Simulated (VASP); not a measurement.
Input for VASP

INCAR:
```
! general
SYSTEM  = WSi2
PREC    = Accurate
ENCUT   = 300
LREAL   = .False.
LASPH   = .True.   ! aspherical one-centre terms

! electronic loop
EDIFF   = 1E-6
NELM    = 100
ALGO    = Normal   ! blocked Davidson
LMAXMIX = 6   ! l cut-off of mixed one-centre charges

! smearing
ISMEAR  = -1   ! Fermi-Dirac
SIGMA   = 0.1   ! width (eV)

! ions
ISIF    = 2

! output
LWAVE   = .False.
LCHARG  = .False.
```

KPOINTS:
```
Regular mesh
0
Gamma
 6 6 8
```

POSCAR:
```
WSi2
7.8942060
 -0.2049808429   0.2049808429   0.5000000000
  0.2049808429  -0.2049808429   0.5000000000
  0.2049808429   0.2049808429  -0.5000000000
Si W
2 1
Cart
  0.0022474100   0.0079889234   0.6689620000
 -0.0047834330  -0.0008892069   0.3355730000
  0.0025360230  -0.0070997165  -0.0045350000
```

POTCAR, in this order: Si W_sv (LDA.64 set). Program: vasp_std.

Question: Translate this LDA calculation to Ansatz.

Answer: One equivalent input (not run):
Ansatz 0.2 input:
```yaml
crystal:
  lattice:
    - [-1.6181610, 1.6181610, 3.9471030]
    - [1.6181610, -1.6181610, 3.9471030]
    - [1.6181610, 1.6181610, -3.9471030]
  atoms:
    - { symbol: Si, position: [0.6884490, 0.6744440, 0.0249690] }
    - { symbol: Si, position: [0.3334040, 0.3239050, -0.0138370] }
    - { symbol: W, position: [-0.0218530, 0.0016510, -0.0111320] }
kpoints:
  mp_grid: { grid: [6, 6, 8] }
hamiltonian:
  xc: lda
  pseudopotentials: { kind: paw }
scf:
  occupations: { method: fermi_dirac, width: 0.1 }
  max_iter: 100
output: { forces: true, stress: true, eigenvalues: true }
```
What does not carry over: each code has its own PAW files, so the cut-off isn't converted (ENCUT is set for VASP's; basis.ecutwfc is left out, and Ansatz then takes the one that its files recommend); Ansatz stops its SCF on the density residual and VASP on the energy change (EDIFF); Ansatz's lda is the Perdew-Wang form, while the LDA potentials of VASP carry Perdew-Zunger's.

The structure is a typed WSi2 crystal (I4/mmm). The cell was not relaxed at this level, atoms are displaced from their ideal sites. The k-mesh is coarse (spacing up to 0.35 per Å, 2π included), so the numbers may not be converged in it.
